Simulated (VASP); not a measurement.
A convergence study with VASP on HfO$_{2}$ (fluorite): one setting is varied, all else stays as given below, so the limit is that of these other settings. ε∞ is the independent-particle value.

```
CELL_PARAMETERS angstrom
      0.00000     2.54000     2.54000
      2.54000     0.00000     2.54000
      2.54000     2.54000     0.00000
ATOMIC_POSITIONS crystal
  Hf 0.00000 0.00000 0.00000
  O  0.25000 0.25000 0.25000
  O  0.75000 0.75000 0.75000
```

Method: PBE GGA, VASP's PBE PAW potentials (set 64) (plane waves; VASP). The tightest run used: 700 eV cut-off, 6×6×6 Γ-centred mesh, Gaussian smearing of 0.050 eV, potentials Hf_pv O.

### Question
The settings run are NBANDS = 12; NBANDS = 13; NBANDS = 15; NBANDS = 19; NBANDS = 27; NBANDS = 43; NBANDS = 75; NBANDS = 139. From which on does the mean ε∞ stay within 0.3  of the tightest run?

### Answer
From NBANDS = 27 on: it is off by 0.08 there and by no more than 0.3 in any finer run, while NBANDS = 19 is off by 0.43.
| setting | mean ε∞ | bands | difference judged () |
|---|---|---|---|
| NBANDS = 12 | 1.94 | 12 | 3.43 |
| NBANDS = 13 | 2.63 | 13 | 2.74 |
| NBANDS = 15 | 4.25 | 15 | 1.12 |
| NBANDS = 19 | 4.94 | 19 | 0.43 |
| NBANDS = 27 | 5.29 | 27 | 0.08 |
| NBANDS = 43 | 5.35 | 43 | 0.02 |
| NBANDS = 75 | 5.37 | 75 | 0.00 |
| NBANDS = 139 | 5.37 | 139 | 0.00 |

Left out are rungs that failed or repeat a setting and relaxations that didn't move; long series are thinned to 24 rows.

The compound is HfO2 in the fluorite structure, the high-temperature cubic form, which is unstable at 0 K; the monoclinic form is the stable one. The cell was not relaxed at this level.
